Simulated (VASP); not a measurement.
Given:

```yaml
crystal:
  lattice:
    - [1.85973, -3.22115, 0.00000]
    - [1.85973, 3.22115, 0.00000]
    - [0.00000, 0.00000, 5.74511]
  atoms:
    - { symbol: Pt, position: [0.00000, 0.00000, 0.00000] }
    - { symbol: Se, position: [0.33333, 0.66667, 0.22828] }
    - { symbol: Se, position: [0.66667, 0.33333, 0.77172] }
```

Computed with r2SCAN meta-GGA, VASP's PBE PAW potentials (set 64) (plane waves; VASP). Run with 520 eV cut-off, 8×8×5 Γ-centred mesh, tetrahedra with Blöchl corrections, potentials Pt Se.

Unless said otherwise, spin-orbit coupling is left out, though it shifts the bands of the heavy elements here.

Predict the energy per atom (σ→0), band gap (over mesh and band path) with the smallest direct gap where there is one.

```yaml
band gap (over mesh and band path): 0.58 eV
smallest direct gap (over mesh and band path): 0.98 eV
energy per atom (σ→0): -27.166 eV/atom
```

Only differences to runs with the same potentials and settings are physical.

The compound is PtSe2 in the 1T layered structure. It was relaxed first, which changed the volume by +12 %.
